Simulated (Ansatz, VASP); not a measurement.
**SnO2 in two plane-wave programs**

Wanted: the spread between two codes on one cell, functional and k mesh. The cell is taken from a series of VASP runs on this material, whose earlier steps may have relaxed, scaled or displaced it; both programs get it as it stands. Other levels of theory on this material are compared in a session of their own.

Program: Ansatz 0.2.0. Level of theory: plane waves, with VASP 6.6.1 beside it; band structure at LDA, spin-orbit coupling. Results are calculated unless marked as measured.

### 1. Set-up

Symmetry: P4_2/mnm, No. 136, tetragonal system. Conventional cell: a = 4.746 Å, b = 4.746 Å, c = 3.193 Å, α = 90.00°, β = 90.00°, γ = 90.00°. Nearest to Sn lie 6 O at 2.05 to 2.06 Å. Nearest to O lie 3 Sn at 2.05 to 2.06 Å. Farther neighbours and most contacts between anions are not listed.

### 2. VASP: band structure, LDA, spin-orbit coupling

Levels along a path test the potential and the projectors away from the mesh points.

Lines of VASP's logs that name or quote its potential files are left out, and so is its time.

INCAR reads:

```
SYSTEM = SnO2
PREC = Accurate
ENCUT = 460
EDIFF = 1E-06
NELM = 100
ISMEAR = 0
SIGMA = 0.03
LREAL = .FALSE.
ALGO = Normal
GGA = CA
LNONCOLLINEAR = .TRUE.
MAGMOM = 0 0 0 0 0 0 0 0 0 0 0 0 0 0 0 0 0 0
NBANDS = 64
GGA_COMPAT = .FALSE.
LASPH = .TRUE.
LSORBIT = .TRUE.
LORBIT = 11
LWAVE = .FALSE.
LCHARG = .FALSE.
KPAR = 4
```

POSCAR reads:

```
SnO2
1.0
    4.7456000000      0.0000000000      0.0000000000
    0.0000000000      4.7456000000      0.0000000000
    0.0000000000      0.0000000000      3.1930000000
Sn O
2 4
Direct
    0.5000000000      0.5000000000      0.5000000000
    0.0000000000      0.0000000000      0.0000000000
    0.8057000000      0.1943000000      0.5000000000
    0.6943000000      0.6943000000      0.0000000000
    0.1943000000      0.8057000000      0.5000000000
    0.3057000000      0.3057000000      0.0000000000
```

KPOINTS reads:

```
Automatic mesh
0
Gamma
4 4 6
0 0 0
```

KPOINTS_OPT reads:

```
Line mode
8
Line-mode
Reciprocal
  0.00000000   0.00000000   0.00000000 GAMMA
  0.00000000   0.50000000   0.00000000 X

  0.00000000   0.50000000   0.00000000 X
  0.50000000   0.50000000   0.00000000 M

  0.50000000   0.50000000   0.00000000 M
  0.00000000   0.00000000   0.00000000 GAMMA

  0.00000000   0.00000000   0.00000000 GAMMA
  0.00000000   0.00000000   0.50000000 Z

  0.00000000   0.00000000   0.50000000 Z
  0.00000000   0.50000000   0.50000000 R

  0.00000000   0.50000000   0.50000000 R
  0.50000000   0.50000000   0.50000000 A

  0.50000000   0.50000000   0.50000000 A
  0.00000000   0.00000000   0.50000000 Z

  0.00000000   0.50000000   0.00000000 X
  0.00000000   0.50000000   0.50000000 R

  0.50000000   0.50000000   0.00000000 M
  0.50000000   0.50000000   0.50000000 A
```

The projector-augmented-wave data sets are Sn_d and O (LDA family, release 64).

On the command line:

```
$ mpirun -np 4 vasp_ncl
```

Numbers of over 12 decimals in the logs are rounded to 6 here.

Output:

```text
[banner, memory and clock lines left out]
running    4 mpi-ranks, on    1 nodes
 distrk:  each k-point on    1 cores,    4 groups
 distr:  one band on    1 cores,    1 groups

 POSCAR found type information on POSCAR SnO
 POSCAR found :  2 types and       6 ions
 LDA part: xc-table for (Slater(with rela. corr.)+CA(PZ))
 , standard interpolation
 POSCAR, INCAR and KPOINTS ok, starting setup
 FFT: planning ... GRIDC
 FFT: planning ... GRID_SOFT
 FFT: planning ... GRID
 WAVECAR not read
 entering main loop
       N       E                     dE             d eps       ncg     rms          rms(c)
DAV:   1     0.752139528151E+03    0.75214E+03   -0.22381E+04  3616   0.239E+03
DAV:   2     0.107438086163E+03   -0.64470E+03   -0.61178E+03  3320   0.751E+02
DAV:   3    -0.363569762317E+02   -0.14380E+03   -0.14120E+03  3288   0.267E+02
DAV:   4    -0.481032291409E+02   -0.11746E+02   -0.11612E+02  3816   0.851E+01
DAV:   5    -0.484700086400E+02   -0.36678E+00   -0.36570E+00  3648   0.154E+01    0.156E+01
DAV:   6    -0.423895711743E+02    0.60804E+01   -0.20741E+01  4888   0.713E+01    0.602E+00
DAV:   7    -0.424618111325E+02   -0.72240E-01   -0.24164E+00  3464   0.945E+00    0.331E+00
DAV:   8    -0.423888863176E+02    0.72925E-01   -0.33978E-01  4488   0.570E+00    0.107E+00
DAV:   9    -0.423700383209E+02    0.18848E-01   -0.46129E-02  4568   0.329E+00    0.350E-01
DAV:  10    -0.423698531253E+02    0.18520E-03   -0.10938E-02  4712   0.104E+00    0.124E-01
DAV:  11    -0.423698105935E+02    0.42532E-04   -0.23474E-03  4352   0.553E-01    0.363E-02
DAV:  12    -0.423698001249E+02    0.10469E-04   -0.15354E-04  4416   0.187E-01    0.751E-03
DAV:  13    -0.423698028779E+02   -0.27530E-05   -0.25577E-05  4272   0.393E-02    0.767E-03
DAV:  14    -0.423698024267E+02    0.45121E-06   -0.15050E-06  2720   0.162E-02
   1 F= -.42369802E+02 E0= -.42369802E+02  d E =-.203883E-12  mag=    -0.0000    -0.0000    -0.0000
 Start KPOINTS_OPT (optional k-point list driver)
k-point batch [1-24\72]
       N       E                     dE             ncg
DAV:   1     0.118410748019E+05   -0.18530E+04     3576
DAV:   2    -0.339533933798E+04   -0.15236E+05     3200
DAV:   3    -0.690939422845E+04   -0.35141E+04     3464
DAV:   4    -0.719137318022E+04   -0.28198E+03     3656
DAV:   5    -0.719994145086E+04   -0.85683E+01     3608
DAV:   6    -0.720039901232E+04   -0.45756E+00     4608
DAV:   7    -0.720040557908E+04   -0.65668E-02     3840
DAV:   8    -0.720040577329E+04   -0.19421E-03     4648
DAV:   9    -0.720040577503E+04   -0.17407E-05     2648
DAV:  10    -0.720040577525E+04   -0.21412E-06     2200
[...]
k-point batch [49-72\72]
       N       E                     dE             ncg
DAV:   1     0.113664864371E+05   -0.24930E+05     3576
DAV:   2    -0.359102907164E+04   -0.14958E+05     3160
DAV:   3    -0.709542130925E+04   -0.35044E+04     3336
DAV:   4    -0.737509342962E+04   -0.27967E+03     3848
DAV:   5    -0.738348693325E+04   -0.83935E+01     3664
DAV:   6    -0.738392207804E+04   -0.43514E+00     4680
DAV:   7    -0.738392692082E+04   -0.48428E-02     3872
DAV:   8    -0.738392710188E+04   -0.18106E-03     4656
DAV:   9    -0.738392710348E+04   -0.15932E-05     2648
DAV:  10    -0.738392710370E+04   -0.22014E-06     2432
```

Parts of OUTCAR (step 2):

```text
ion  position               nearest neighbor table
   1  0.500  0.500  0.500-   3 2.05   5 2.05   4 2.06   6 2.06   4 2.06   6 2.06   2 3.72   2 3.72
                             2 3.72   2 3.72   2 3.72   2 3.72   2 3.72   2 3.72
   2  0.000  0.000  0.000-   4 2.05   6 2.05   5 2.06   3 2.06   3 2.06   5 2.06   1 3.72   1 3.72
                             1 3.72   1 3.72   1 3.72   1 3.72   1 3.72   1 3.72
   3  0.806  0.194  0.500-   1 2.05   2 2.06   2 2.06
   4  0.694  0.694  0.000-   2 2.05   1 2.06   1 2.06
   5  0.194  0.806  0.500-   1 2.05   2 2.06   2 2.06
   6  0.306  0.306  0.000-   2 2.05   1 2.06   1 2.06

  LATTYP: Found a simple tetragonal cell.
 ALAT       =     4.7456000000
 C/A-ratio  =     0.6728337829

 Subroutine GETGRP returns: Found 16 space group operations
 (whereof  8 operations were pure point group operations)

The static configuration has the point symmetry D_2h.
 The point group associated with its full space group is D_4h.

 Found     24 irreducible k-points:

   k-points           NKPTS =     24   k-points in BZ     NKDIM =     24   number of bands    NBANDS=     64

   dimension x,y,z NGX =    36 NGY =   36 NGZ =   24
   dimension x,y,z NGXF=    72 NGYF=   72 NGZF=   48

   ENCUT  =  460.0 eV  33.81 Ry    5.81 a.u.   8.30  8.30  5.58*2*pi/ulx,y,z

   NELECT =      52.0000    total number of electrons

 k-points in reciprocal lattice and weights: Automatic mesh
   0.00000000  0.00000000  0.00000000       0.010
   0.25000000  0.00000000  0.00000000       0.042
   0.50000000  0.00000000  0.00000000       0.021
   0.25000000  0.25000000  0.00000000       0.042
   0.50000000  0.25000000  0.00000000       0.042
   0.50000000  0.50000000  0.00000000       0.010
   0.00000000  0.00000000  0.16666667       0.021
   0.25000000  0.00000000  0.16666667       0.083
   0.50000000  0.00000000  0.16666667       0.042
[...]
0.50000000  0.25000000  0.50000000       0.042
   0.50000000  0.50000000  0.50000000       0.010

 average (electrostatic) potential at core
       1 -99.2842       2 -99.2842       3 -69.0730       4 -69.0730       5 -69.0730
       6 -69.0730

 E-fermi :   5.9421

 k-point     1 :       0.0000    0.0000    0.0000
  band No.  band energies     occupation
    ...
     48       4.9864      1.00000
     49       5.0113      1.00000
     50       5.0113      1.00000
     51       5.8061      1.00000
     52       5.8061      1.00000
     53       6.8856      0.00000
     54       6.8856      0.00000
     55      11.7223      0.00000
     56      11.7223      0.00000
     57      11.7346      0.00000
    ...

 k-point     2 :       0.2500    0.0000    0.0000
  band No.  band energies     occupation
    ...
     48       4.5671      1.00000
     49       5.0422      1.00000
     50       5.0422      1.00000
     51       5.5094      1.00000
     52       5.5094      1.00000
     53       8.1900      0.00000
     54       8.1900      0.00000
     55      11.2661      0.00000
     56      11.2661      0.00000
     57      12.0881      0.00000
    ...

 k-point     3 :       0.5000    0.0000    0.0000
  band No.  band energies     occupation
    ...
     48       4.5697      1.00000
     49       5.1562      1.00000
     50       5.1562      1.00000
     51       5.1562      1.00000
     52       5.1562      1.00000
     53      10.0489      0.00000
     54      10.0489      0.00000
     55      10.0489      0.00000
     56      10.0489      0.00000
     57      12.5927      0.00000
    ...

  Total       -0.9961441     -0.9961441     -0.6800913      0.0000000      0.0000000      0.0000000
  in kB      -22.1948177    -22.1948177    -15.1529313      0.0000000      0.0000000      0.0000000
  external PRESSURE =     -19.8475222 kB  Pullay stress =       0.0000000 kB

  energy-cutoff  :      460.00
  volume of cell :       71.91
      direct lattice vectors                 reciprocal lattice vectors
     4.745600000  0.000000000  0.000000000     0.210721510  0.000000000  0.000000000
     0.000000000  4.745600000  0.000000000     0.000000000  0.210721510  0.000000000
     0.000000000  0.000000000  3.193000000     0.000000000  0.000000000  0.313185092

 POSITION                                       TOTAL-FORCE (eV/Angst)
 -----------------------------------------------------------------------------------
      2.37280      2.37280      1.59650         0.000000      0.000000     -0.000000
      0.00000      0.00000      0.00000         0.000000      0.000000     -0.000000
      3.82353      0.92207      1.59650         0.040904     -0.040904     -0.000000
      3.29487      3.29487      0.00000        -0.040904     -0.040904      0.000000
      0.92207      3.82353      1.59650        -0.040904      0.040904      0.000000
      1.45073      1.45073      0.00000         0.040904      0.040904     -0.000000
 -----------------------------------------------------------------------------------
    total drift:                                0.000000      0.000000      0.000000

  FREE ENERGIE OF THE ION-ELECTRON SYSTEM (eV)
  ---------------------------------------------------
  free  energy   TOTEN  =       -42.3698024267 eV

  energy  without entropy=      -42.3698024267  energy(sigma->0) =      -42.36980243

 Spin-Orbit-Coupling matrix elements
 Ion:    1  E_soc:     -0.0773889
 Ion:    2  E_soc:     -0.0773889
 Ion:    3  E_soc:     -0.0003627
 Ion:    4  E_soc:     -0.0003627
 Ion:    5  E_soc:     -0.0003627
 Ion:    6  E_soc:     -0.0003627

 total charge
# of ion       s       p       d       tot
------------------------------------------
    1        0.893   1.118  10.383  12.394
    2        0.893   1.118  10.383  12.394
    3        1.556   3.491   0.000   5.047
    4        1.556   3.491   0.000   5.047
    5        1.556   3.491   0.000   5.047
    6        1.556   3.491   0.000   5.047
--------------------------------------------------
tot          8.011  16.199  20.766  44.976

 magnetization (x)
# of ion       s       p       d       tot
------------------------------------------
    1        0.000   0.000   0.000   0.000
    2        0.000   0.000   0.000   0.000
    3        0.000   0.000   0.000   0.000
    4        0.000   0.000   0.000   0.000
    5        0.000   0.000   0.000   0.000
    6        0.000   0.000   0.000   0.000
--------------------------------------------------
tot          0.000   0.000   0.000   0.000

 magnetization (y)
# of ion       s       p       d       tot
------------------------------------------
    1        0.000   0.000   0.000   0.000
    2        0.000   0.000   0.000   0.000
    3        0.000   0.000   0.000   0.000
    4        0.000   0.000   0.000   0.000
    5        0.000   0.000   0.000   0.000
    6        0.000   0.000   0.000   0.000
--------------------------------------------------
tot          0.000   0.000   0.000   0.000

 magnetization (z)
# of ion       s       p       d       tot
------------------------------------------
    1       -0.000   0.000   0.000  -0.000
    2       -0.000   0.000   0.000  -0.000
    3        0.000   0.000   0.000   0.000
    4        0.000   0.000   0.000   0.000
    5        0.000   0.000   0.000   0.000
    6        0.000   0.000   0.000   0.000
--------------------------------------------------
tot         -0.000   0.000   0.000  -0.000

[... 3 further parts left out ...]
```

The run ends at a pressure of -1.98 GPa, with forces up to 0.058 eV/Å.

(Part 1 of 2 ends here.)

[Lines on the potential files, build, host, timing and source positions are cut from VASP's logs without a mark.]

[Logs are printed without paths, hosts, clocks, repeated set-up lines and the standing remarks that a program may print on its own settings, such as how far it seeks lower states.]

[Hosts, paths, dates, database ids (printed as entryN), source tags and the programs' standing remarks are cut or masked in the printed files.]
